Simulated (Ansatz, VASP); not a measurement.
# SrMg6Cr: VASP beside Ansatz

INCAR

```
  PREC = Accurate
  ENCUT = 520
  EDIFF = 1E-7
  ISMEAR = -1
  SIGMA = 0.05
  LREAL = F
  LASPH = T
  NELM = 150
  ALGO = Normal
  ISIF = 2
  LWAVE = F
  LCHARG = F
  ISPIN = 2
  MAGMOM = 0 3 0 0 0 0 0 0
  LORBIT = 11
  LMAXMIX = 4
  GGA = PE
  NBANDS = 31
```

File KPOINTS:

```
regular mesh
0
Gamma
  5 5 5
```

The input POSCAR:

```
SrMg6Cr
1.0
    5.0968658701      0.0000000000      0.0000000000
    0.0000000000      3.2730171063      5.6981882315
    0.0000000000     -3.2730171063      5.6981882315
Sr Cr Mg
1 1 6
Direct
    0.0000000000      0.8290620000      0.8290620000
    0.5000000000      0.6524330000      0.6524330000
    0.5000000000      0.1669280000      0.1669280000
    0.5000000000      0.6596790000      0.1906310000
    0.5000000000      0.1906310000      0.6596790000
    0.0000000000      0.3379250000      0.3379250000
    0.0000000000      0.8201270000      0.3432150000
    0.0000000000      0.3432150000      0.8201270000
```

input.yaml

```yaml
crystal:
  lattice:
    - [5.0968658701, 0.0, 0.0]
    - [0.0, 3.2730171063, 5.6981882315]
    - [0.0, -3.2730171063, 5.6981882315]
  atoms:
    - { symbol: Sr, position: [0.0, 0.829062, 0.829062] }
    - { symbol: Cr, position: [0.5, 0.652433, 0.652433], spin: 3.0 }
    - { symbol: Mg, position: [0.5, 0.166928, 0.166928] }
    - { symbol: Mg, position: [0.5, 0.659679, 0.190631] }
    - { symbol: Mg, position: [0.5, 0.190631, 0.659679] }
    - { symbol: Mg, position: [0.0, 0.337925, 0.337925] }
    - { symbol: Mg, position: [0.0, 0.820127, 0.343215] }
    - { symbol: Mg, position: [0.0, 0.343215, 0.820127] }
hamiltonian:
  xc: pbe
  pseudopotentials: { kind: paw }
magnetization:
  spin_polarized: true
kpoints:
  mp_grid: { grid: [5, 5, 5] }
scf:
  occupations: { method: fermi_dirac, width: 0.05 }
output:
  forces: true
  stress: true
  eigenvalues: true
```

Change from the starting cell: volume scaled by 0.94.

Alike in both runs: task single point; functional PBE; k mesh 5 × 5 × 5; occupations fermi-dirac, width 0.05 eV; collinear spin, ferromagnetic start.

|  | VASP | Ansatz |
| --- | --- | --- |
| version | VASP 6.6.1 | Ansatz 0.2.0 |
| potentials or method | VASP PAW PBE potentials, release 64 (Sr_sv, Cr_pv, Mg) | Ansatz PAW |
| plane-wave cutoff (eV) | 520 | 420 |
| valence electrons in the cell | 34 | 84 |

Ansatz gave:

- gap on the k mesh at the Fermi level (eV): none
- pressure (GPa): 2.2
- largest component of the traceless stress (GPa): 0.05
- rms of the force components (eV/Å): 0.022
- net moment per atom (μB): 0.55
- size of the moment on the site where the two differ most (μB): 3.91

Problem. Which values does VASP return?

Solution. gap on the k mesh at the Fermi level (eV): none; pressure (GPa): 2.2; largest component of the traceless stress (GPa): 0.05; rms of the force components (eV/Å): 0.022; net moment per atom (μB): 0.55; size of the moment on the site where the two differ most (μB): 3.81.

Site moments also hang on the region over which each program counts them. Atom by atom the forces differ by 0.002 eV/Å (rms over components). A gap of «none» marks a metal or a gap that the smearing closes. The functional is the same, so the differences come from potentials, cutoffs and numerics. The two sets of potentials don't hold the same shells in valence.
